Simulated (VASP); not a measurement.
The input files of a VASP run:

**INCAR**
```
SYSTEM = As
PREC = Accurate
ENCUT = 400
EDIFF = 1E-6
NELM = 100
ALGO = Normal
LREAL = .FALSE.
LASPH = .TRUE.
ISMEAR = 1
SIGMA = 0.1
GGA = PE
LMAXMIX = 4
LWAVE = .FALSE.
LCHARG = .FALSE.
ISIF = 2
```

File KPOINTS:
```
Automatic mesh
0
Gamma
3 3 3
0 0 0
```

**POSCAR**
```
As
1
    7.0938789987    -3.6236887200     0.0000000000
    7.0938789987     3.6236887200     0.0000000000
    5.2428290328     0.0000000000     5.9972464050
As
2
Direct
  0.2270000000   0.2270000000   0.2270000000
  0.7730000000   0.7730000000   0.7730000000
```

POTCAR, in this order: As (PBE.64 set). Program: vasp_std.

Output

standard output:
```
 POSCAR found type information on POSCAR As
 POSCAR found :  1 types and       2 ions
 Reading from existing POTCAR
 Reading from existing POTCAR
 LDA part: xc-table for (Slater+PW92), standard interpolation
 POSCAR, INCAR and KPOINTS ok, starting setup
 WAVECAR not read
 entering main loop
       N       E                     dE             d eps       ncg     rms          rms(c)
DAV:   1     0.401142058544E+02    0.40114E+02   -0.24477E+03   108   0.576E+02
DAV:   2     0.150205715909E+01   -0.38612E+02   -0.38374E+02   188   0.815E+01
DAV:   3    -0.114704202719E+01   -0.26491E+01   -0.25394E+01   114   0.299E+01
DAV:   4    -0.122912782445E+01   -0.82086E-01   -0.81348E-01   114   0.586E+00
DAV:   5    -0.123054967103E+01   -0.14218E-02   -0.14215E-02   112   0.777E-01    0.614E-01
DAV:   6    -0.121828295949E+01    0.12267E-01   -0.29930E-02   113   0.754E-01    0.335E-01
DAV:   7    -0.121699217477E+01    0.12908E-02   -0.22157E-02   109   0.717E-01    0.140E-01
DAV:   8    -0.121834913804E+01   -0.13570E-02   -0.20375E-03   111   0.247E-01    0.698E-02
DAV:   9    -0.121874523945E+01   -0.39610E-03   -0.78487E-04   108   0.159E-01    0.215E-02
DAV:  10    -0.121880508217E+01   -0.59843E-04   -0.12782E-04   108   0.709E-02    0.103E-02
DAV:  11    -0.121880151661E+01    0.35656E-05   -0.98420E-06   114   0.166E-02    0.399E-03
DAV:  12    -0.121880159276E+01   -0.76155E-07   -0.84714E-07    63   0.736E-03
   1 F= -.12188016E+01 E0= -.12267058E+01  d E =0.237126E-01
```

OUTCAR:
```
------------------------ aborting loop because EDIFF is reached ----------------------------------------
  FORCE on cell =-STRESS in cart. coord.  units (eV):
  Direction    XX          YY          ZZ          XY          YZ          ZX
  --------------------------------------------------------------------------------------
  Total       -1.8412469     -2.5392312     -2.4727371      0.0000000      0.0000000      0.2154330
  in kB       -9.5676671    -13.1946014    -12.8490783      0.0000000      0.0000000      1.1194539
  external PRESSURE =     -11.8704489 kB  Pullay stress =       0.0000000 kB
  volume of cell :      308.33
      direct lattice vectors                 reciprocal lattice vectors
     7.093878999 -3.623688720  0.000000000     0.070483300 -0.137980947 -0.061616926
     7.093878999  3.623688720  0.000000000     0.070483300  0.137980947 -0.061616926
     5.242829033  0.000000000  5.997246405     0.000000000  0.000000000  0.166743191
 POSITION                                       TOTAL-FORCE (eV/Angst)
 -----------------------------------------------------------------------------------
      4.41074      0.00000      1.36137        -0.579034      0.000000     -0.178719
     15.01984      0.00000      4.63587         0.579034      0.000000      0.178719
 -----------------------------------------------------------------------------------
    total drift:                                0.000000      0.000000     -0.000000
  FREE ENERGIE OF THE ION-ELECTRON SYSTEM (eV)
  ---------------------------------------------------
  free  energy   TOTEN  =        -1.2188015928 eV

  energy  without entropy=       -1.2425141781  energy(sigma->0) =       -1.22670579
```
(Selected blocks of OUTCAR.)

Problem. Read input and log: which fault does this run have?
A. one atom is typed twice, on or next to the same site
B. NBANDS is too small to hold all electrons
C. MAGMOM holds more values than there are atoms
D. the lattice was typed in bohr, and VASP reads ångström

Solution. D, the lattice was typed in bohr, and VASP reads ångström. The run ends without an error. Against the sound run, the energy per atom (σ→0) rises by 4.061 eV/atom; the pressure falls by 0.27 GPa; the largest force rises by 0.516 eV/Å; the volume rises by 570 %.

To mend it, correct POSCAR, correct KPOINTS.
File POSCAR:
```
As
1
    3.7539710000    -1.9176000000     0.0000000000
    3.7539710000     1.9176000000     0.0000000000
    2.7744240000     0.0000000000     3.1736500000
As
2
Direct
  0.2270000000   0.2270000000   0.2270000000
  0.7730000000   0.7730000000   0.7730000000
```
KPOINTS:
```
Automatic mesh
0
Gamma
9 9 9
0 0 0
```
The mended run (PBE GGA, plane waves, VASP's PBE PAW potentials (set 64)) converges, and its OSZICAR ends with
```
   1 F= -.93493373E+01 E0= -.93493395E+01  d E =0.656882E-05
```

The compound is As in the a7 structure. The cell was not relaxed at this level.
